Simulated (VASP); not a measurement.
# Cu (Fm-3m) in VASP: elastic constants with LDA

Aim: the elastic constants of Cu with LDA.

All numbers are computed with VASP 6.6.1; they aren't measurements. Logs are shortened: lines on timing, memory, paths and dates and some standing lists are left out, and cuts for length are marked.

## (1) The crystal as given

Symmetry: Fm-3m, No. 225, cubic system. The conventional cell has a = 3.650 Å, b = 3.650 Å, c = 3.650 Å, α = 90.00°, β = 90.00°, γ = 90.00°. Cu (site symmetry m-3m) is surrounded by 12 Cu at 2.58 Å.

## (2) Elastic constants, LDA

Contents of POSCAR:

```
Cu
1.0
    0.0000000000      1.8250000000      1.8250000000
    1.8250000000      0.0000000000      1.8250000000
    1.8250000000      1.8250000000      0.0000000000
Cu
1
Direct
    0.0000000000      0.0000000000      0.0000000000
```

Contents of INCAR.step1:

```
SYSTEM = Cu
PREC     = Accurate       ! precision mode
ENCUT    = 350            ! plane-wave cutoff, eV
EDIFF    = 1E-8           ! SCF threshold, eV
ISMEAR   = 0              ! smearing method
SIGMA    = 0.1            ! smearing width, eV
LREAL    = .False.        ! projectors in reciprocal space
LASPH    = .True.         ! aspherical terms in the spheres
NELM     = 80             ! most SCF steps
ALGO     = Normal         ! electronic algorithm
ISIF     = 3              ! what is computed and relaxed
LWAVE    = .False.        ! write WAVECAR
LCHARG   = .False.        ! write CHGCAR
GGA      = CA             ! functional
IBRION   = 2              ! ionic algorithm
NSW      = 40             ! ionic steps
EDIFFG   = -0.002         ! ionic threshold
```

Contents of INCAR.step2:

```
SYSTEM = Cu
PREC     = Accurate       ! precision mode
ENCUT    = 350            ! plane-wave cutoff, eV
EDIFF    = 1E-8           ! SCF threshold, eV
ISMEAR   = 0              ! smearing method
SIGMA    = 0.1            ! smearing width, eV
LREAL    = .False.        ! projectors in reciprocal space
LASPH    = .True.         ! aspherical terms in the spheres
NELM     = 80             ! most SCF steps
ALGO     = Normal         ! electronic algorithm
ISIF     = 3              ! what is computed and relaxed
LWAVE    = .False.        ! write WAVECAR
LCHARG   = .False.        ! write CHGCAR
GGA      = CA             ! functional
IBRION   = 6              ! ionic algorithm
NFREE    = 2            
POTIM    = 0.015          ! step
NSW      = 1              ! ionic steps
```

Contents of KPOINTS:

```
Automatic mesh
0
Gamma
  20 20 20
  0 0 0
```

Potentials or basis: VASP PAW LDA potentials, release 64 (Cu).

On the command line:

```console
$ cat potpaw_LDA.64/Cu/POTCAR > POTCAR
$ cp INCAR.step1 INCAR
$ mpirun -np 1 vasp_std > vasp.out
$ cp CONTCAR POSCAR
$ cp INCAR.step2 INCAR
$ mpirun -np 1 vasp_std > vasp.out
```

OUTCAR:

```text
SYSTEM = Cu
   PREC = Accurate
   ENCUT = 350
   EDIFF = 1E-8
   ISMEAR = 0
   LREAL = .False.
   LASPH = .True.
   NELM = 80
   ISIF = 3
   GGA = CA
   IBRION = 6
   NFREE = 2
   POTIM = 0.015
   NSW = 1

 ion  position               nearest neighbor table
   1  0.000  0.000  0.000-

  LATTYP: Found a face centered cubic cell.
 ALAT       =     3.5205307446

  Lattice vectors:

 A1 = (   0.0000000000,   1.7602653723,   1.7602653723)
 A2 = (   1.7602653723,   0.0000000000,   1.7602653723)
 A3 = (   1.7602653723,   1.7602653723,   0.0000000000)

Analysis of symmetry for initial positions (statically):
=====================================================================
 Subroutine PRICEL returns:
 Original cell was already a primitive cell.

 Routine SETGRP: Setting up the symmetry group for a
 face centered cubic supercell.

 Subroutine GETGRP returns: Found 48 space group operations
 (whereof 48 operations were pure point group operations)
 out of a pool of 48 trial point group operations.

The static configuration has the point symmetry O_h .

Analysis of symmetry for dynamics (positions and initial velocities):
=====================================================================
 Subroutine PRICEL returns:
 Original cell was already a primitive cell.

 Routine SETGRP: Setting up the symmetry group for a
 face centered cubic supercell.

 Subroutine GETGRP returns: Found 48 space group operations
 (whereof 48 operations were pure point group operations)
 out of a pool of 48 trial point group operations.

The dynamic configuration has the point symmetry O_h .

 Subroutine INISYM returns: Found 48 space group operations
 (whereof 48 operations are pure point group operations),
 and found     1 'primitive' translations

----------------------------------------------------------------------------------------

                                     Primitive cell

  volume of cell :      10.9085

[... 336 lines left out ...]
      4       5.0553      2.00000
      5       6.0026      2.00000
      6       6.0026      2.00000
      7      31.6838      0.00000
      8      34.7864      0.00000
      9      34.7864      0.00000
[... 265 lines left out ...]
 k-point    24 :      -0.3500    0.0500    0.0000
  band No.  band energies     occupation
      1       2.3535      2.00000
      2       5.0886      2.00000
      3       5.1344      2.00000
      4       5.2710      2.00000
      5       6.3551      2.00000
      6       6.6703      2.00000
      7      16.1283      0.00000
      8      29.0677      0.00000
      9      31.4572      0.00000

 [... further k-points ...]

------------------------ aborting loop because EDIFF is reached ----------------------------------------

  FORCE on cell =-STRESS in cart. coord.  units (eV):
  Direction    XX          YY          ZZ          XY          YZ          ZX
  --------------------------------------------------------------------------------------
  -------------------------------------------------------------------------------------
  Total        0.0316575      0.0316575      0.0316575      0.0000000      0.0000000      0.0000000
  in kB        4.6496715      4.6496715      4.6496715      0.0000000      0.0000000      0.0000000
  external PRESSURE =       4.6496715 kB  Pullay stress =       0.0000000 kB
[... 16 lines left out ...]
  FREE ENERGIE OF THE ION-ELECTRON SYSTEM (eV)
  ---------------------------------------------------
  free  energy   TOTEN  =        -4.7175067367 eV

  energy  without entropy=       -4.7162531074  energy(sigma->0) =       -4.71687992

 INTERNAL STRAIN TENSORS FROM STRAINED CELLS
 ============================================

 INTERNAL STRAIN TENSOR FOR ION    1 for displacements in x,y,z  (eV/Angst):
          X           Y           Z          XY          YZ          ZX
  --------------------------------------------------------------------------------
  x     0.00000     0.00000    -0.00000     0.00000     0.00000     0.00000
  y     0.00000     0.00000     0.00000    -0.00000     0.00000     0.00000
  z     0.00000    -0.00000    -0.00000     0.00000    -0.00000    -0.00000

 INTERNAL STRAIN TENSORS FROM DISPLACED ATOMS
 ============================================

 INTERNAL STRAIN TENSOR FOR ION    1 for displacements in x,y,z  (eV/Angst):
          X           Y           Z          XY          YZ          ZX
  --------------------------------------------------------------------------------
  x     0.00000     0.00000     0.00000     0.00000     0.00000     0.00000
  y     0.00000     0.00000     0.00000     0.00000     0.00000     0.00000
  z     0.00000     0.00000     0.00000     0.00000     0.00000     0.00000

 Eigenvectors and eigenvalues of the dynamical matrix
 ----------------------------------------------------

   1 f  =    0.000000 THz     0.000000 2PiTHz    0.000000 cm-1     0.000000 meV
             X         Y         Z           dx          dy          dz
      0.000000  0.000000  0.000000     1.000000    0.000000    0.000000

   2 f  =    0.000000 THz     0.000000 2PiTHz    0.000000 cm-1     0.000000 meV
             X         Y         Z           dx          dy          dz
      0.000000  0.000000  0.000000     0.000000    1.000000    0.000000

   3 f  =    0.000000 THz     0.000000 2PiTHz    0.000000 cm-1     0.000000 meV
             X         Y         Z           dx          dy          dz
      0.000000  0.000000  0.000000     0.000000    0.000000    1.000000

--------------------------------------------------------------------------------------------------------

 ELASTIC MODULI CONTR FROM IONIC RELAXATION (kBar)
 Direction    XX          YY          ZZ          XY          YZ          ZX
 --------------------------------------------------------------------------------
 XX           0.0000      0.0000      0.0000      0.0000      0.0000      0.0000
 YY           0.0000      0.0000      0.0000      0.0000      0.0000      0.0000
 ZZ           0.0000      0.0000      0.0000      0.0000      0.0000      0.0000
 XY           0.0000      0.0000      0.0000      0.0000      0.0000      0.0000
 YZ           0.0000      0.0000      0.0000      0.0000      0.0000      0.0000
 ZX           0.0000      0.0000      0.0000      0.0000      0.0000      0.0000
 --------------------------------------------------------------------------------

 TOTAL ELASTIC MODULI (kBar)
 Direction    XX          YY          ZZ          XY          YZ          ZX
 --------------------------------------------------------------------------------
 XX        2292.1026   1613.9353   1613.9353      0.0000     -0.0000      0.0000
 YY        1613.9353   2292.1026   1613.9353     -0.0000      0.0000      0.0000
 ZZ        1613.9353   1613.9353   2292.1026     -0.0000     -0.0000     -0.0000
 XY           0.0000     -0.0000     -0.0000   1032.9267      0.0000      0.0000
 YZ          -0.0000      0.0000     -0.0000      0.0000   1032.9267      0.0000
 ZX           0.0000      0.0000     -0.0000      0.0000      0.0000   1032.9267
 --------------------------------------------------------------------------------
```

Wall time 4.3 min (1 thread of Intel Xeon Platinum 8488C (Sapphire Rapids), shared host); peak memory 0.38 GiB.

What came out:

```yaml
Relaxed_volume: 10.91 Å³/atom
Relaxed_cell: a = 2.489 Å, b = 2.489 Å, c = 2.489 Å, α = 60.00°, β = 60.00°, γ = 60.00°
Space_group_after_relaxing_to_0.05_Å: Fm-3m (No. 225)
Elastic_constants_C11_C12_C44: 229, 161, 103 GPa
Voigt_bulk_modulus: 184 GPa
```

The path:
```csv
step,energy change (eV),largest force (eV/Å),pressure (GPa),volume (Å³)
1,0.0000,0.0000,-15.00,12.16
2,-0.0405,0.0000,13.05,10.26
3,-0.0652,0.0000,-0.11,10.92
4,-0.0651,0.0000,0.29,10.89
5,-0.0652,0.0000,-0.20,10.92
6,-0.0652,0.0000,0.00,10.91
```

Final structure:
```
Cu
1.0
     0.00000    1.76027    1.76027
     1.76027    0.00000    1.76027
     1.76027    1.76027    0.00000
Cu
1
Cartesian
  0.0000 0.0000 0.0000
```

Elastic tensor in Voigt notation (GPa, in the Cartesian axes of the cell as first typed):
```
229 161 161   0   0   0
161 229 161   0   0   0
161 161 229   0   0   0
  0   0   0 103   0   0
  0   0   0   0 103   0
  0   0   0   0   0 103
```

Clamped-ion elastic tensor (GPa):
```
229 161 161   0   0   0
161 229 161   0   0   0
161 161 229   0   0   0
  0   0   0 103   0   0
  0   0   0   0 103   0
  0   0   0   0   0 103
```

Caveat: the cutoff is under 1.25 times the usual one of these potentials, so pressure, stress and relaxed cells hold a basis-set (Pulay) error.
